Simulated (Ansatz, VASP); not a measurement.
## Sc3I in VASP and in Ansatz

File INCAR:

```
ALGO = Normal ; EDIFF = 1E-6
ENCUT = 520 ; GGA = PE
ISIF = 2 ; ISMEAR = 0
LASPH = True ; LCHARG = False
LREAL = False ; LWAVE = False
NBANDS = 28 ; NELM = 80
PREC = Accurate ; SIGMA = 0.1
```

File KPOINTS:

```
k-points
0
Gamma
  4 4 4
```

The input POSCAR:

```
Sc3I
1.0
    4.5839401600      0.0000000000      0.0000000000
    0.0000000000      4.5839401600      0.0000000000
    0.0000000000      0.0000000000      4.5839401600
Sc I
3 1
Direct
    0.0000000000      0.5000000000      0.5000000000
    0.5000000000      0.0000000000      0.5000000000
    0.5000000000      0.5000000000      0.0000000000
    0.0000000000      0.0000000000      0.0000000000
```

Input for Ansatz:

```yaml
crystal:
  lattice:
    - [4.58394016, 0.0, 0.0]
    - [0.0, 4.58394016, 0.0]
    - [0.0, 0.0, 4.58394016]
  atoms:
    - { symbol: Sc, position: [0.0, 0.5, 0.5] }
    - { symbol: Sc, position: [0.5, 0.0, 0.5] }
    - { symbol: Sc, position: [0.5, 0.5, 0.0] }
    - { symbol: I, position: [0.0, 0.0, 0.0] }
basis:
  ecutwfc: 420
kpoints:
  mp_grid: { grid: [4, 4, 4] }
hamiltonian:
  xc: pbe
scf:
  occupations: { method: gaussian, width: 0.1 }
  lower_state_search: "off"
output:
  forces: true
  stress: true
  eigenvalues: true
```

Alike in both runs: task single point; functional PBE; k mesh 4 × 4 × 4; occupations gaussian, width 0.1 eV; no spin polarisation.

```csv
,VASP,Ansatz
version,VASP 6.6.1,Ansatz 0.2.0
potentials or method,"VASP PAW PBE potentials, release 64 (Sc_sv, I)","scalar-relativistic, plane waves, PAW"
plane-wave cutoff (eV),520,420
valence electrons in the cell,40,50
```

|  | VASP | Ansatz | Ansatz less VASP |
| --- | --- | --- | --- |
| gap on the k mesh at the Fermi level (eV) | none | none | - |
| pressure (GPa) | -0.7 | -0.7 | -0.03 |

A gap of «none» marks a metal or a gap that the smearing closes. The functional is the same, so the differences come from potentials, cutoffs and numerics. The two sets of potentials don't hold the same shells in valence.

The runs have no spin-orbit coupling, so splittings on I are missing.
